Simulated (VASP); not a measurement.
Set up this calculation in VASP 6.6.1, as the native input.

* Task: single point
* Functional: PBE
* Potentials or basis: VASP PAW PBE potentials, release 64 (Bi_d, Br, F)
* Cutoff: 520 eV
* k mesh: 4 × 4 × 4
* Occupations: gaussian, width 0.1 eV
* Spin: no spin polarisation
* Dipole correction: no
* Further INCAR settings: ALGO = Normal; EDIFF = 1e-07; NBANDS = 30

The structure of BiBrF3 lies in POSCAR:

```
BiBrF3
1.0
    4.8141810200      0.0000000000      0.0000000000
    0.0000000000      4.8141810200      0.0000000000
    0.0000000000      0.0000000000      4.8141810200
Bi Br F
1 1 3
Direct
    0.0000000000      0.0000000000      0.0000000000
    0.5000000000      0.5000000000      0.5000000000
    0.5000000000      0.5000000000      0.0000000000
    0.0000000000      0.5000000000      0.5000000000
    0.5000000000      0.0000000000      0.5000000000
```

The cell was built by a generator and needn't be a form met in nature.

The cell isn't the ideal one: species swapped into the La3AlN type (Pm-3m, No. 221).

One way to write it, as run:

INCAR

```
SYSTEM = BiBrF3
ALGO = Normal ; EDIFF = 1E-7
ENCUT = 520 ; GGA = PE
ISIF = 2 ; ISMEAR = 0
LASPH = .True. ; LCHARG = .False.
LREAL = .False. ; LWAVE = .False.
NBANDS = 30 ; NELM = 100
PREC = Accurate ; SIGMA = 0.1
```

KPOINTS

```
k-points
0
Gamma
  4 4 4
  0 0 0
```

Potentials or basis: VASP PAW PBE potentials, release 64 (Bi_d, Br, F).

The run is started by

```bash
$ cat potpaw_PBE.64/Bi_d/POTCAR potpaw_PBE.64/Br/POTCAR potpaw_PBE.64/F/POTCAR > POTCAR
$ mpirun -np 1 vasp_std > vasp.out
```

It gave:

```json
{
 "Pressure": "-4.7 GPa",
 "Band gap on the k mesh": "none (metal or under the smearing width)"
}
```

Caveat: spin-orbit coupling is left out, which moves the levels of the heavy elements; an odd number of electrons without spin polarisation forces a metal; a magnetic or distorted state may lie lower.

Run time: 16 s on 1 thread of Intel(R) Xeon(R) 6975P-C (Granite Rapids) (shared host), peak memory 0.21 GiB.
